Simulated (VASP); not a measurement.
# Na12CO in VASP: further runs

Runs on Na12CO. Level: PBE. Tasks: single point.

All numbers are computed with VASP 6.6.1; they aren't measurements. Logs are shortened: lines on timing, memory, paths and dates and some standing lists are left out, and cuts for length are marked.

## 1. The cell of the first run

The cell holds a slab with vacuum, 14 atoms: a = 8.391 Å, b = 8.391 Å, c = 22.345 Å, α = 90.00°, β = 90.00°, γ = 90.00°.

## 2. Single point, PBE (CO at 4/8 of the diagonal of the surface cell, 1.28 Å above the top plane)

Contents of INCAR:

```
SYSTEM = Na12CO
ALGO = Fast ; DIPOL = 0.5 0.5 0.298
EDIFF = 1E-7 ; ENCUT = 520
GGA = PE ; IDIPOL = 3
ISIF = 2 ; ISMEAR = 0
LASPH = .TRUE. ; LCHARG = .FALSE.
LDIPOL = .TRUE. ; LREAL = .FALSE.
LWAVE = .FALSE. ; NBANDS = 60
NELM = 100 ; PREC = Accurate
SIGMA = 0.1
```

Contents of KPOINTS:

```
k-points
0
G
  3 3 1
  0 0 0
```

Contents of POSCAR:

```
Na12CO
1.0
    8.3906381142      0.0000000000      0.0000000000
    0.0000000000      8.3906381142      0.0000000000
    0.0000000000      0.0000000000     22.3453190567
Na C O
12 1 1
Direct
    0.2500000000      0.2500000000      0.1790084084
    0.2500000000      0.7500000000      0.1790084084
    0.7500000000      0.2500000000      0.1790084084
    0.7500000000      0.7500000000      0.1790084084
    0.0000000000      0.0000000000      0.2728830818
    0.0000000000      0.5000000000      0.2728830818
    0.5000000000      0.0000000000      0.2728830818
    0.5000000000      0.5000000000      0.2728830818
    0.2500000000      0.2500000000      0.3667577552
    0.2500000000      0.7500000000      0.3667577552
    0.7500000000      0.2500000000      0.3667577552
    0.7500000000      0.7500000000      0.3667577552
    0.5000000000      0.5000000000      0.4240404459
    0.5000000000      0.5000000000      0.4755053633
```

Potentials or basis: VASP PAW PBE potentials, release 64 (Na_pv, C, O).

On the command line:

```bash
$ cat potpaw_PBE.64/Na_pv/POTCAR potpaw_PBE.64/C/POTCAR potpaw_PBE.64/O/POTCAR > POTCAR
$ mpirun -np 1 vasp_std > vasp.out
```

OUTCAR:

```text
SYSTEM = Na12CO
   EDIFF = 1E-7
   ENCUT = 520
   GGA = PE
   ISIF = 2
   ISMEAR = 0
   LASPH = .TRUE.
   LREAL = .FALSE.
   NELM = 100
   PREC = Accurate

 ion  position               nearest neighbor table
   1  0.250  0.250  0.179-
   2  0.250  0.750  0.179-
   3  0.750  0.250  0.179-
   4  0.750  0.750  0.179-
   5  0.000  0.000  0.273-
   6  0.000  0.500  0.273-
   7  0.500  0.000  0.273-
   8  0.500  0.500  0.273-
   9  0.250  0.250  0.367-
  10  0.250  0.750  0.367-
  11  0.750  0.250  0.367-
  12  0.750  0.750  0.367-
  13  0.500  0.500  0.424-  14 1.15
  14  0.500  0.500  0.476-  13 1.15

  LATTYP: Found a simple tetragonal cell.
 ALAT       =     8.3906381142
 C/A-ratio  =     2.6631251107

  Lattice vectors:

 A1 = (   8.3906381142,   0.0000000000,   0.0000000000)
 A2 = (   0.0000000000,   8.3906381142,   0.0000000000)
 A3 = (   0.0000000000,   0.0000000000,  22.3453190567)

Analysis of symmetry for initial positions (statically):
=====================================================================
 Subroutine PRICEL returns:
 Original cell was already a primitive cell.

 Routine SETGRP: Setting up the symmetry group for a
 simple tetragonal supercell.

 Subroutine GETGRP returns: Found  8 space group operations
 (whereof  8 operations were pure point group operations)
 out of a pool of 16 trial point group operations.

The static configuration has the point symmetry C_4v.

Analysis of symmetry for dynamics (positions and initial velocities):
=====================================================================
 Subroutine PRICEL returns:
 Original cell was already a primitive cell.

 Routine SETGRP: Setting up the symmetry group for a
 simple tetragonal supercell.

 Subroutine GETGRP returns: Found  8 space group operations
 (whereof  8 operations were pure point group operations)
 out of a pool of 16 trial point group operations.

The dynamic configuration has the point symmetry C_4v.

 Subroutine INISYM returns: Found  8 space group operations
 (whereof  8 operations are pure point group operations),
 and found     1 'primitive' translations

----------------------------------------------------------------------------------------

                                     Primitive cell

  volume of cell :    1573.1732

  direct lattice vectors                    reciprocal lattice vectors
     8.390638114  0.000000000  0.000000000     0.119180447  0.000000000  0.000000000
     0.000000000  8.390638114  0.000000000     0.000000000  0.119180447  0.000000000
     0.000000000  0.000000000 22.345319057     0.000000000  0.000000000  0.044752102

  length of vectors
     8.390638114  8.390638114 22.345319057     0.119180447  0.119180447  0.044752102

  position of ions in fractional coordinates (direct lattice)
     0.250000000  0.250000000  0.179008408
     0.250000000  0.750000000  0.179008408
     0.750000000  0.250000000  0.179008408
     0.750000000  0.750000000  0.179008408
     0.000000000  0.000000000  0.272883082
     0.000000000  0.500000000  0.272883082
     0.500000000  0.000000000  0.272883082
     0.500000000  0.500000000  0.272883082
     0.250000000  0.250000000  0.366757755
     0.250000000  0.750000000  0.366757755
     0.750000000  0.250000000  0.366757755
     0.750000000  0.750000000  0.366757755
     0.500000000  0.500000000  0.424040446
     0.500000000  0.500000000  0.475505363

  ion indices of the primitive-cell ions
   primitive index   ion index
                 1           1
                 2           2
                 3           3
                 4           4
                 5           5
                 6           6
                 7           7
                 8           8
                 9           9
                10          10
                11          11
                12          12
                13          13
                14          14

----------------------------------------------------------------------------------------

 KPOINTS: k-points

Automatic generation of k-mesh.
 Grid dimensions read from file:
 generate k-points for:    3    3    1

 Generating k-lattice:

  Cartesian coordinates                     Fractional coordinates (reciprocal lattice)
     0.039726816  0.000000000  0.000000000     0.333333333  0.000000000  0.000000000
     0.000000000  0.039726816  0.000000000     0.000000000  0.333333333  0.000000000
     0.000000000  0.000000000  0.044752102     0.000000000  0.000000000  1.000000000

  Length of vectors
     0.039726816  0.039726816  0.044752102

  Shift w.r.t. Gamma in fractional coordinates (k-lattice)
     0.000000000  0.000000000  0.000000000

 Subroutine IBZKPT returns following result:
 ===========================================

 Found      3 irreducible k-points:

 Following reciprocal coordinates:
            Coordinates               Weight
  0.000000  0.000000  0.000000      1.000000
  0.333333  0.000000  0.000000      4.000000
  0.333333  0.333333  0.000000      4.000000
   k-points           NKPTS =      3   k-points in BZ     NKDIM =      3   number of bands    NBANDS=     60
   number of dos      NEDOS =    301   number of ions     NIONS =     14
   total plane-waves  NPLWV = 688128
   dimension x,y,z NGX =    64 NGY =   64 NGZ =  168
   dimension x,y,z NGXF=   128 NGYF=  128 NGZF=  336
   ions per type =              12   1   1
   NGX,Y,Z   is equivalent  to a cutoff of  12.68, 12.68, 12.50 a.u.
   NGXF,Y,Z  is equivalent  to a cutoff of  25.36, 25.36, 25.00 a.u.
 SYSTEM =  Na12CO
   PREC   = accura    normal or accurate (medium, high low for compatibility)
   ISTART =      0    job   : 0-new  1-cont  2-samecut
   ICHARG =      2    charge: 1-file 2-atom 10-const
   ISPIN  =      1    spin polarized calculation?
   LNONCOLLINEAR =      F non collinear calculations
   LSORBIT =      F    spin-orbit coupling
   LASPH  =      T    aspherical Exc in radial PAW
   ENCUT  =  520.0 eV  38.22 Ry    6.18 a.u.  15.60 15.60 41.55*2*pi/ulx,y,z
   NELM   =    100;   NELMIN=  2; NELMDL= -5     # of ELM steps
   EDIFF  = 0.1E-06   stopping-criterion for ELM
   LREAL  =      F    real-space projection
   EDIFFG = 0.1E-05   stopping-criterion for IOM
   NSW    =      0    number of steps for IOM
   IBRION =     -1    ionic relax: 0-MD 1-quasi-New 2-CG
   NFREE  =      0    steps in history (QN), initial steepest desc. (CG)
   ISIF   =      2    stress and relaxation
   ISYM   =      2    0-nonsym 1-usesym 2-fastsym
   POTIM  = 0.5000    time-step for ionic-motion
   TEBEG  =    0.0;   TEEND  =   0.0 temperature during run
   PSTRESS=    0.0 pullay stress
   NELECT =      94.0000    total number of electrons
   NUPDOWN=      -1.0000    fix difference up-down
   EMIN   =  10.00;   EMAX   =-10.00  energy-range for DOS
   EFERMI =   0.00;   METHOD = LEGACY
   ISMEAR =     0;   SIGMA  =   0.10  broadening in eV -4-tet -1-fermi 0-gaus
   EFERMI_NEDOS =   21; number of points for ismear=-14 and -15
   IALGO  =     68    algorithm
   IMIX   =      4    mixing-type and parameters
     AMIX     =   0.40;   BMIX     =  1.00
     AMIX_MAG =   1.60;   BMIX_MAG =  1.00
  volume/ion in A,a.u.               =     112.37       758.31
  Fermi-wavevector in a.u.,A,eV,Ry     =   0.640018  1.209458  5.573253  0.409623
  Thomas-Fermi vector in A             =   1.705885
   LORBIT       =      0    0 simple, 1 ext, 2 COOP (PROOUT), +10 PAW based schemes
   GGA     = PE    functional components
   LHFCALC =     F    Hartree Fock is set to
   AEXX    =    0.0000 exact exchange contribution
   IVDW    =     0    specifies the selected vdW correction
   LEPSILON=     F    determine dielectric tensor
   LRPA    =     F    only Hartree local field effects (RPA)
 non-spin polarized calculation
 RMM-DIIS sequential band-by-band and
 Gauss-broadening in eV      SIGMA  =   0.10
  energy-cutoff  :      520.00
  volume of cell :     1573.17
 maximum number of plane-waves:     42399
 NGX is ok and might be reduce to    64
   NGX = 31   NGY = 31   NGZ = 83

 dipolmoment           0.000000      0.000000     -0.108244 electrons x Angstroem

 number of electron      94.0000088 magnetization

 dipolmoment           0.000000      0.000000      0.073695 electrons x Angstroem

 Free energy of the ion-electron system (eV)
  ---------------------------------------------------
  ext. energy  EPLUGINS =         0.00000000
  ---------------------------------------------------
  free energy    TOTEN  =       -28.80818784 eV

  energy without entropy =      -28.79048692  energy(sigma->0) =      -28.79933738

 E-fermi :  -1.7173     XC(G=0):  -2.6630

 val. band max:       -1.8230081757   @ k =   0.3333   0.0000   0.0000
 cond. band min:      -1.5964781306   @ k =   0.3333   0.0000   0.0000
 fundamental gap:      0.2265300451
 Fermi energy:        -1.7173146687

 k-point     1 :       0.0000    0.0000    0.0000
  band No.  band energies     occupation
      1     -27.2469      2.00000
      2     -27.0467      2.00000
      3     -27.0465      2.00000
      4     -27.0465      2.00000
      5     -27.0459      2.00000
      6     -27.0335      2.00000
[... 51 lines left out ...]
     58       0.1009      0.00000
     59       0.4056      0.00000

 k-point     2 :       0.3333    0.0000    0.0000
  band No.  band energies     occupation
      1     -27.2469      2.00000
      2     -27.0467      2.00000
      3     -27.0465      2.00000
      4     -27.0464      2.00000
      5     -27.0460      2.00000
      6     -27.0332      2.00000
[... 51 lines left out ...]
     58       0.3863      0.00000
     59       0.4700      0.00000

 k-point     3 :       0.3333    0.3333    0.0000
  band No.  band energies     occupation
      1     -27.2469      2.00000
      2     -27.0466      2.00000
      3     -27.0465      2.00000
      4     -27.0464      2.00000
      5     -27.0462      2.00000
      6     -27.0326      2.00000
[... 51 lines left out ...]
     58       0.5573      0.00000
     59       0.6566      0.00000
 [bands above 59 left out]

------------------------ aborting loop because EDIFF is reached ----------------------------------------

 vacuum level on the upper side and lower side of the slab       (xc-potential included)         0.089        -0.132

  FORCE on cell =-STRESS in cart. coord.  units (eV):
  Direction    XX          YY          ZZ          XY          YZ          ZX
  --------------------------------------------------------------------------------------
  -------------------------------------------------------------------------------------
  Total       -2.7150219     -2.7150219      2.1267998      0.0000000      0.0000000      0.0000000
  in kB       -2.7650780     -2.7650780      2.1660110      0.0000000      0.0000000      0.0000000
  external PRESSURE =      -1.1213816 kB  Pullay stress =       0.0000000 kB

 VOLUME and BASIS-vectors are now :
 -----------------------------------------------------------------------------
  energy-cutoff  :      520.00
  volume of cell :     1573.17
      direct lattice vectors                 reciprocal lattice vectors
     8.390638114  0.000000000  0.000000000     0.119180447  0.000000000  0.000000000
     0.000000000  8.390638114  0.000000000     0.000000000  0.119180447  0.000000000
     0.000000000  0.000000000 22.345319057     0.000000000  0.000000000  0.044752102

 POSITION                                       TOTAL-FORCE (eV/Angst)
 -----------------------------------------------------------------------------------
      2.09766      2.09766      4.00000        -0.006094     -0.006094      0.002449
      2.09766      6.29298      4.00000        -0.006094      0.006094      0.002449
      6.29298      2.09766      4.00000         0.006094     -0.006094      0.002449
      6.29298      6.29298      4.00000         0.006094      0.006094      0.002449
      0.00000      0.00000      6.09766        -0.000000     -0.000000     -0.010188
      0.00000      4.19532      6.09766        -0.000000     -0.000000     -0.014407
      4.19532      0.00000      6.09766        -0.000000     -0.000000     -0.014407
      4.19532      4.19532      6.09766        -0.000000     -0.000000      0.051587
      2.09766      2.09766      8.19532         0.005237      0.005237      0.006048
      2.09766      6.29298      8.19532         0.005237     -0.005237      0.006048
      6.29298      2.09766      8.19532        -0.005237      0.005237      0.006048
      6.29298      6.29298      8.19532        -0.005237     -0.005237      0.006048
      4.19532      4.19532      9.47532        -0.000000     -0.000000     -2.077222
      4.19532      4.19532     10.62532        -0.000000     -0.000000      2.030652
 -----------------------------------------------------------------------------------
    total drift:                                0.000000      0.000000      0.003083

  FREE ENERGIE OF THE ION-ELECTRON SYSTEM (eV)
  ---------------------------------------------------
  free  energy   TOTEN  =       -28.8081878443 eV

  energy  without entropy=      -28.7904869244  energy(sigma->0) =      -28.79933738

 vacuum level on the upper side and lower side of the slab         1.091         0.878
```

Wall time 8.1 min (1 thread of Intel Xeon 6975P-C (Granite Rapids), shared host); peak memory 1.4 GiB.

What came out:

- Free energy: -28.8082 eV
- Largest force: 2.077 eV/Å
- Band gap on the k mesh: 0.23 eV, direct

Forces in eV/Å, atoms in the order of the input:
```
Na  -0.006 -0.006  0.002
Na  -0.006  0.006  0.002
Na   0.006 -0.006  0.002
Na   0.006  0.006  0.002
Na   0.000  0.000 -0.010
Na   0.000  0.000 -0.014
Na   0.000  0.000 -0.014
Na   0.000  0.000  0.052
Na   0.005  0.005  0.006
Na   0.005 -0.005  0.006
Na  -0.005  0.005  0.006
Na  -0.005 -0.005  0.006
C    0.000  0.000 -2.077
O    0.000  0.000  2.031
```

Caveat: the standard files for N, O and F lose accuracy on very short bonds.

## 3. Single point, PBE (CO at 0/8 of the diagonal of the surface cell, 4.23 Å above the top plane)

Contents of INCAR:

```
ALGO = Fast
DIPOL = 0.5 0.5 0.317
EDIFF = 1E-6
ENCUT = 520
GGA = PE
IDIPOL = 3
ISIF = 2
ISMEAR = 0
LASPH = True
LCHARG = False
LDIPOL = True
LREAL = False
LWAVE = False
NBANDS = 60
NELM = 100
PREC = Accurate
SIGMA = 0.1
```

Contents of KPOINTS:

```
k-points
0
Gamma
  3 3 1
```

POSCAR, as its differences from that of step 2:

```diff
@@ -20,3 +20,3 @@
     0.7500000000      0.7500000000      0.3667577552
-    0.5000000000      0.5000000000      0.4240404459
-    0.5000000000      0.5000000000      0.4755053633
+    0.2500000000      0.2500000000      0.5560591471
+    0.2500000000      0.2500000000      0.6075240645
```

Potentials or basis: VASP PAW PBE potentials, release 64 (Na_pv, C, O).

On the command line:

```bash
$ cat potpaw_PBE.64/Na_pv/POTCAR potpaw_PBE.64/C/POTCAR potpaw_PBE.64/O/POTCAR > POTCAR
$ mpirun -np 1 vasp_std > vasp.out
```

It took 6.8 min on 1 thread of Intel Xeon 6975P-C (Granite Rapids), shared host; peak memory 1.4 GiB.

The run converged. Its results:

```
Free energy            : -28.6990 eV
Largest force          : 0.593 eV/Å
Band gap on the k mesh : 0.02 eV, direct
```

Forces on the atoms (eV/Å):
```
Na   0.000  0.000  0.013
Na   0.000  0.000  0.008
Na   0.000  0.000  0.008
Na   0.000  0.000  0.014
Na   0.001  0.001 -0.002
Na   0.001 -0.001 -0.002
Na  -0.001  0.001 -0.002
Na  -0.001 -0.001 -0.002
Na   0.000  0.000  0.028
Na   0.000  0.000 -0.006
Na   0.000  0.000 -0.006
Na   0.000  0.000 -0.009
C    0.000  0.000  0.550
O    0.000  0.000 -0.593
```

Levels at points of the mesh, in eV from the valence-band top:
```tsv
k point	band 44	band 45	band 46	band 47	band 48	band 49	band 50	band 51
(0.00, 0.00, 0.00)	-0.52	-0.52	-0.38	-0.38	0.52	0.56	0.56	0.95
```

Caveat: the standard files for N, O and F lose accuracy on very short bonds.
